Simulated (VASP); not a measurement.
```yaml
crystal:
  lattice:
    - [0.00000, 2.88558, 2.88558]
    - [2.88558, 0.00000, 2.88558]
    - [2.88558, 2.88558, 0.00000]
  atoms:
    - { symbol: Ge, position: [0.00000, 0.00000, 0.00000] }
    - { symbol: Ge, position: [0.25000, 0.25000, 0.25000] }
```

The base run (VASP): PBE GGA, plane waves, VASP's PBE PAW potentials (set 64). Settings: 400 eV cut-off, 7×7×7 Γ-centred mesh, Gaussian smearing of 0.050 eV, potentials Ge_d.

One setting is varied; ΔE counts from the base run. The base run took about 8 core-seconds. The timings are rough (shared machines, no repeats); factors under 2 mean little.

The base run's pressure lies -0.34 GPa from that at 800 eV (Pulay error).

```json
[
 {"setting": "PREC = Low", "cost over the base run": "within a factor of 2", "electronic steps": "12", "ΔE (meV/atom)": "-5.4", "pressure (GPa)": "-0.74"},
 {"setting": "PREC = Normal", "cost over the base run": "within a factor of 2", "electronic steps": "12", "ΔE (meV/atom)": "0.1", "pressure (GPa)": "-0.65"},
 {"setting": "LASPH = .FALSE.", "cost over the base run": "within a factor of 2", "electronic steps": "12", "ΔE (meV/atom)": "0.1", "pressure (GPa)": "-0.65"},
 {"setting": "PREC = Single", "cost over the base run": "within a factor of 2", "electronic steps": "12", "ΔE (meV/atom)": "-2.1", "pressure (GPa)": "-0.53"},
 {"setting": "base run", "cost over the base run": "reference", "electronic steps": "12", "ΔE (meV/atom)": "0.0", "pressure (GPa)": "-0.64"},
 {"setting": "ADDGRID = .TRUE.", "cost over the base run": "within a factor of 2", "electronic steps": "12", "ΔE (meV/atom)": "0.0", "pressure (GPa)": "-0.64"},
 {"setting": "LREAL = Auto", "cost over the base run": "within a factor of 2", "electronic steps": "12", "ΔE (meV/atom)": "-0.4", "pressure (GPa)": "-0.64"}
]
```

Left out are runs that failed, have no time on record or changed the cell.

The compound is Ge in the diamond structure. The cell was not relaxed at this level.
